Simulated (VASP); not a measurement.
Method: PBE GGA, VASP's PBE PAW potentials (set 64) (plane waves; VASP).

VASP ran on this input.

**INCAR**
```
ALGO = Normal
EDIFF = 1E-6
ENCUT = 400
GGA = PE
ISIF = 2
ISMEAR = 1
ISPIN = 2
LASPH = .TRUE.
LCHARG = .FALSE.
LMAXMIX = 4
LORBIT = 10
LREAL = .FALSE.
LWAVE = .FALSE.
MAGMOM = 2*1.8
NELM = 100
PREC = Accurate
SIGMA = 0.1
SYSTEM = Co
```

### POSCAR
```
Co
3.9993650
  0.3170435807  -0.5449055037   0.0000000000
  0.3170435807   0.5449055037   0.0000000000
  0.0000000000   0.0000000000   1.0000000000
Co
2
Cart
  0.3170435807   0.1816355312   0.2500000000
  0.3344182030  -0.1816355312   0.7500000000
```

### KPOINTS
```
Automatic mesh
0
gamma
11 11 6
```

POTCAR, in this order: Co (PBE.64 set). Program: vasp_std.

Output of the run:

OUTCAR:
```
 ion  position               nearest neighbor table
   1  0.333  0.667  0.250-   2 2.44   2 2.44   2 2.47   2 2.47   2 2.51   2 2.51
   2  0.694  0.361  0.750-   1 2.44   1 2.44   1 2.47   1 2.47   1 2.51   1 2.51
  LATTYP: Found a base centered orthorhombic cell.
 ALAT       =     2.5359460000
 B/A-ratio  =     1.7187085214
 C/A-ratio  =     1.5770702531
 Subroutine PRICEL returns:
 Original cell was already a primitive cell.
 Subroutine GETGRP returns: Found  4 space group operations
The static configuration has the point symmetry C_1 .
 The point group associated with its full space group is C_2h.
The dynamic configuration has the point symmetry C_1 .
The overall configuration has the point symmetry C_1 .
 Subroutine INISYM returns: Found  4 space group operations
 Subroutine IBZKPT returns following result:
 Found    244 irreducible k-points:

 Following reciprocal coordinates:
            Coordinates               Weight
  0.000000  0.000000  0.000000      1.000000
  0.090909  0.000000  0.000000      2.000000
  0.000000  0.090909  0.000000      2.000000
  0.181818  0.000000  0.000000      2.000000
  0.000000  0.181818  0.000000      2.000000
...
```

OSZICAR:
```
       N       E                     dE             d eps       ncg     rms          rms(c)
DAV:   1     0.703160320827E+02    0.70316E+02   -0.70206E+03 14904   0.130E+03
DAV:   2    -0.143300442406E+02   -0.84646E+02   -0.78211E+02 14661   0.237E+02
DAV:   3    -0.161321290053E+02   -0.18021E+01   -0.17630E+01 17503   0.487E+01
DAV:   4    -0.161607264958E+02   -0.28597E-01   -0.28591E-01 20948   0.462E+00
DAV:   5    -0.161609208790E+02   -0.19438E-03   -0.19438E-03 17722   0.366E-01    0.146E+01
DAV:   6    -0.145269453048E+02    0.16340E+01   -0.13885E+01 15620   0.752E+01    0.715E+00
DAV:   7    -0.140931038991E+02    0.43384E+00   -0.19477E+00 16152   0.273E+01    0.373E+00
DAV:   8    -0.140736184887E+02    0.19485E-01   -0.16557E-02 20086   0.140E+00    0.166E+00
DAV:   9    -0.140597295542E+02    0.13889E-01   -0.46168E-03 20916   0.120E+00    0.424E-01
DAV:  10    -0.140588374966E+02    0.89206E-03   -0.14974E-03 19067   0.479E-01    0.140E-01
DAV:  11    -0.140588785319E+02   -0.41035E-04   -0.94093E-05 18920   0.104E-01    0.378E-02
DAV:  12    -0.140588810406E+02   -0.25088E-05   -0.34763E-06 17050   0.246E-02    0.154E-02
DAV:  13    -0.140588801282E+02    0.91240E-06   -0.17159E-06 10054   0.203E-02
   1 F= -.14058880E+02 E0= -.14058653E+02  d E =-.682482E-03  mag=     3.1028
```

**OUTCAR**
```
------------------------ aborting loop because EDIFF is reached ----------------------------------------
  FORCE on cell =-STRESS in cart. coord.  units (eV):
  Direction    XX          YY          ZZ          XY          YZ          ZX
  --------------------------------------------------------------------------------------
  Total       -1.1586966     -0.9152993     -0.2321604     -0.1527944      0.0000000      0.0000000
  in kB      -83.9918308    -66.3483966    -16.8288870    -11.0757942      0.0000000      0.0000000
  external PRESSURE =     -55.7230381 kB  Pullay stress =       0.0000000 kB
  volume of cell :       22.10
      direct lattice vectors                 reciprocal lattice vectors
     1.267973000 -2.179276000  0.000000000     0.394330163 -0.229433996  0.000000000
     1.267973000  2.179276000  0.000000000     0.394330163  0.229433996  0.000000000
     0.000000000  0.000000000  3.999365000     0.000000000  0.000000000  0.250039694
 POSITION                                       TOTAL-FORCE (eV/Angst)
 -----------------------------------------------------------------------------------
      1.26797      0.72643      0.99984         0.173744      0.014688      0.000000
      1.33746     -0.72643      2.99952        -0.173744     -0.014688      0.000000
 -----------------------------------------------------------------------------------
    total drift:                                0.000014      0.000007      0.000000
  FREE ENERGIE OF THE ION-ELECTRON SYSTEM (eV)
  ---------------------------------------------------
  free  energy   TOTEN  =       -14.0588801282 eV

  energy  without entropy=      -14.0581976462  energy(sigma->0) =      -14.05865263

 total charge

# of ion       s       p       d       tot
------------------------------------------
    1        0.479   0.503   7.256   8.238
    2        0.479   0.503   7.256   8.238
--------------------------------------------------
tot          0.959   1.005  14.512  16.476

 magnetization (x)

# of ion       s       p       d       tot
------------------------------------------
    1       -0.017  -0.059   1.655   1.579
    2       -0.017  -0.059   1.655   1.579
--------------------------------------------------
tot         -0.035  -0.119   3.311   3.157
```
(Selected blocks of OUTCAR.)

The compound is Co in the hcp structure. The cell was not relaxed at this level, atoms are displaced from their ideal sites. The run is one of a series of settings (KPOINTS 11×11×6 Γ-centred mesh against the base run), some of them coarse on purpose.
